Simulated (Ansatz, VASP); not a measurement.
ReF2 in VASP and in Ansatz

```
Re F
1.0
     0.00000    2.59202    2.59202
     2.59202    0.00000    2.59202
     2.59202    2.59202    0.00000
Re F
1 2
Direct
  0.00000 0.00000 0.00000
  0.25000 0.25000 0.25000
  0.75000 0.75000 0.75000
```

Alike in both runs: task single point; functional PBE; k mesh 6 × 6 × 6; occupations gaussian, width 0.1 eV; collinear spin.

|  | VASP | Ansatz |
| --- | --- | --- |
| version | VASP 6.6.1 | Ansatz 0.2.0 |
| potentials or method | VASP PAW PBE potentials, release 64 (Re, F) | scalar-relativistic, plane waves, PAW |
| plane-wave cutoff (eV) | 520 | 420 |
| valence electrons in the cell | 21 | 29 |

|  | VASP | Ansatz | Ansatz less VASP |
| --- | --- | --- | --- |
| gap on the k mesh at the Fermi level (eV) | none | none | - |
| pressure (GPa) | 8.9 | 9.0 | +0.09 |
| net moment per atom (μB) | 0.29 | 0.29 | +0.004 |
| size of the moment on the site where the two differ most (μB) | 0.80 | 0.57 | -0.229 |

Site moments also hang on the region over which each program counts them. A gap of «none» marks a metal or a gap that the smearing closes. With one functional, cell and mesh, what is left measures potentials, basis and numerics. The two sets of potentials don't hold the same shells in valence.

Spin-orbit coupling is left out, which matters for the levels of Re.
